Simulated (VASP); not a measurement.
These are AM05 GGA, VASP's PBE PAW potentials (set 64) (plane waves; VASP) values and carry that method's errors.

VASP ran on this input.

POSCAR:
```
KBr
1
    0.0000000000     3.4021139195     3.4021139195
    3.4021139195     0.0000000000     3.4021139195
    3.4021139195     3.4021139195     0.0000000000
K Br
1 1
Direct
  0.0000000000   0.0000000000   0.0000000000
  0.5000000000   0.5000000000   0.5000000000
```

INCAR:
```
# general
SYSTEM  = KBr
PREC    = Accurate
ENCUT   = 520
LREAL   = .False.
LASPH   = .True.

# electronic loop
EDIFF   = 1E-7
NELM    = 100
ALGO    = Normal
LMAXMIX = 4

# smearing
ISMEAR  = 0
SIGMA   = 0.05

# functional
GGA     = AM

# ions
ISIF    = 2

# output
LWAVE   = .False.
LCHARG  = .False.
```

KPOINTS:
```
Automatic mesh
0
Gamma
7 7 7
0 0 0
```

POTCAR, in this order: K_sv Br (PBE.64 set). Program: vasp_std.

The run wrote:

OSZICAR:
```
       N       E                     dE             d eps       ncg     rms          rms(c)
DAV:   1     0.100329450158E+03    0.10033E+03   -0.68071E+03   480   0.114E+03
DAV:   2     0.355622132084E+00   -0.99974E+02   -0.94057E+02   592   0.262E+02
DAV:   3    -0.605609691862E+01   -0.64117E+01   -0.63845E+01   612   0.607E+01
DAV:   4    -0.631169468321E+01   -0.25560E+00   -0.25528E+00   892   0.105E+01
DAV:   5    -0.631251390200E+01   -0.81922E-03   -0.81921E-03   608   0.613E-01    0.265E+00
DAV:   6    -0.611787374522E+01    0.19464E+00   -0.33103E-01   580   0.296E+00    0.191E+00
DAV:   7    -0.610999874138E+01    0.78750E-02   -0.15183E-01   596   0.224E+00    0.100E+00
DAV:   8    -0.612541635994E+01   -0.15418E-01   -0.22514E-02   544   0.118E+00    0.151E-01
DAV:   9    -0.612645454857E+01   -0.10382E-02   -0.14910E-03   636   0.261E-01    0.996E-02
DAV:  10    -0.612736659055E+01   -0.91204E-03   -0.12905E-03   532   0.249E-01    0.307E-02
DAV:  11    -0.612738001961E+01   -0.13429E-04   -0.43576E-05   736   0.383E-02    0.924E-03
DAV:  12    -0.612739037676E+01   -0.10357E-04   -0.10087E-05   568   0.238E-02    0.694E-03
DAV:  13    -0.612739320071E+01   -0.28240E-05   -0.49389E-06   572   0.147E-02    0.203E-03
DAV:  14    -0.612739343911E+01   -0.23841E-06   -0.59462E-07   596   0.572E-03    0.315E-04
DAV:  15    -0.612739344372E+01   -0.46011E-08   -0.94426E-09   460   0.117E-03
   1 F= -.61273934E+01 E0= -.61273934E+01  d E =-.409979E-11
```

**OUTCAR**
```
------------------------ aborting loop because EDIFF is reached ----------------------------------------
  FORCE on cell =-STRESS in cart. coord.  units (eV):
  Direction    XX          YY          ZZ          XY          YZ          ZX
  --------------------------------------------------------------------------------------
  Total       -0.3125526     -0.3125526     -0.3125526      0.0000000      0.0000000      0.0000000
  in kB       -6.3585364     -6.3585364     -6.3585364      0.0000000      0.0000000      0.0000000
  external PRESSURE =      -6.3585364 kB  Pullay stress =       0.0000000 kB
  volume of cell :       78.75
      direct lattice vectors                 reciprocal lattice vectors
     0.000000000  3.402113920  3.402113920    -0.146967448  0.146967448  0.146967448
     3.402113920  0.000000000  3.402113920     0.146967448 -0.146967448  0.146967448
     3.402113920  3.402113920  0.000000000     0.146967448  0.146967448 -0.146967448
  FREE ENERGIE OF THE ION-ELECTRON SYSTEM (eV)
  ---------------------------------------------------
  free  energy   TOTEN  =        -6.1273934437 eV

  energy  without entropy=       -6.1273934437  energy(sigma->0) =       -6.12739344
```
(Selected blocks of OUTCAR.)

The compound is KBr in the rock salt structure. This cell is one point of a volume scan, at 1.06 of the reference volume.
